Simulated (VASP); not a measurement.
These are PBEsol GGA, VASP's PBE PAW potentials (set 64) (plane waves; VASP) values and carry that method's errors.

The input files of a VASP run:

**POSCAR**
```
HgTe
1.0
  0.0000000000   3.2577021707   3.2577021707
  3.2577021707   0.0000000000   3.2577021707
  3.2577021707   3.2577021707   0.0000000000
Hg Te
1 1
Cart
  0.0000000000   0.0000000000   0.0000000000
  1.6288510854   1.6288510854   1.6288510854
```

KPOINTS:
```
Automatic mesh
0
Gamma
10 10 10
0 0 0
```

INCAR:
```
ALGO = Normal
EDIFF = 1E-6
EDIFFG = -0.02
ENCUT = 500
GGA = PS
IBRION = 2
ISIF = 3
ISMEAR = 1
LASPH = .TRUE.
LCHARG = .FALSE.
LMAXMIX = 6
LREAL = .FALSE.
LWAVE = .FALSE.
NELM = 100
NSW = 40
PREC = Accurate
SIGMA = 0.1
SYSTEM = HgTe
```

POTCAR, in this order: Hg Te (PBE.64 set). Program: vasp_std.

What VASP printed:

**OSZICAR**
```
       N       E                     dE             d eps       ncg     rms          rms(c)
DAV:   1     0.103848353476E+03    0.10385E+03   -0.80083E+03  1230   0.116E+03
DAV:   2    -0.364049723049E+00   -0.10421E+03   -0.98556E+02  1342   0.261E+02
DAV:   3    -0.456710814280E+01   -0.42031E+01   -0.41881E+01  1492   0.545E+01
DAV:   4    -0.460808889566E+01   -0.40981E-01   -0.40976E-01  1659   0.492E+00
DAV:   5    -0.460828069136E+01   -0.19180E-03   -0.19180E-03  1512   0.276E-01    0.755E+00
DAV:   6    -0.438852942186E+01    0.21975E+00   -0.54550E-01  1407   0.110E+01    0.604E+00
DAV:   7    -0.437897486692E+01    0.95546E-02   -0.10989E-01  1352   0.263E+00    0.226E+00
DAV:   8    -0.437701601326E+01    0.19589E-02   -0.11063E-02  1262   0.143E+00    0.624E-01
DAV:   9    -0.437677192877E+01    0.24408E-03   -0.83347E-04  1452   0.361E-01    0.127E-01
DAV:  10    -0.437677983074E+01   -0.79020E-05   -0.83642E-05  1391   0.968E-02    0.534E-02
DAV:  11    -0.437678666303E+01   -0.68323E-05   -0.22968E-05  1317   0.449E-02    0.286E-02
DAV:  12    -0.437678547318E+01    0.11898E-05   -0.39617E-06  1387   0.191E-02    0.146E-02
DAV:  13    -0.437678546617E+01    0.70120E-08   -0.25653E-07   646   0.395E-03
   1 F= -.43767855E+01 E0= -.43768609E+01  d E =-.437679E+01
```

File OUTCAR:
```
------------------------ aborting loop because EDIFF is reached ----------------------------------------
  FORCE on cell =-STRESS in cart. coord.  units (eV):
  Direction    XX          YY          ZZ          XY          YZ          ZX
  --------------------------------------------------------------------------------------
  Total       -0.0040973     -0.0040973     -0.0040973      0.0000000      0.0000000     -0.0000000
  in kB       -0.0949399     -0.0949399     -0.0949399      0.0000000      0.0000000     -0.0000000
  external PRESSURE =      -0.0949399 kB  Pullay stress =       0.0000000 kB
  volume of cell :       69.15
      direct lattice vectors                 reciprocal lattice vectors
     0.000000000  3.257702171  3.257702171    -0.153482416  0.153482416  0.153482416
     3.257702171  0.000000000  3.257702171     0.153482416 -0.153482416  0.153482416
     3.257702171  3.257702171  0.000000000     0.153482416  0.153482416 -0.153482416
 POSITION                                       TOTAL-FORCE (eV/Angst)
 -----------------------------------------------------------------------------------
      0.00000      0.00000      0.00000         0.000000      0.000000      0.000000
      1.62885      1.62885      1.62885        -0.000000     -0.000000     -0.000000
 -----------------------------------------------------------------------------------
    total drift:                               -0.000000     -0.000000     -0.000000
  FREE ENERGIE OF THE ION-ELECTRON SYSTEM (eV)
  ---------------------------------------------------
  free  energy   TOTEN  =        -4.3767854662 eV

  energy  without entropy=       -4.3770117148  energy(sigma->0) =       -4.37686088

 reached required accuracy - stopping structural energy minimisation
```
(Selected blocks of OUTCAR.)

The compound is HgTe in the zinc blende structure. It was relaxed first.
